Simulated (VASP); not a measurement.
```xyz
3
Lattice="0.0000 2.7178 2.7178 2.7178 0.0000 2.7178 2.7178 2.7178 0.0000" Properties=species:S:1:pos:R:3 pbc="T T T"
Ce     0.0000     0.0000     0.0000
O      1.3589     1.3589     1.3589
O      4.0768     4.0768     4.0768
```

Computed with optB86b-vdW, VASP's PBE PAW potentials (set 64) (plane waves; VASP). Settings: 520 eV cut-off, 8×8×8 Γ-centred mesh, tetrahedra with Blöchl corrections, potentials Ce O.

### Question
Estimate the energy per atom (σ→0).

### Answer

energy per atom (σ→0): -6.877 eV/atom

The absolute energy has meaning only against runs of the same code, potentials and settings.

The compound is CeO2 in the fluorite structure. It was relaxed first. The run is not spin-polarised, so no magnetic state was tried.
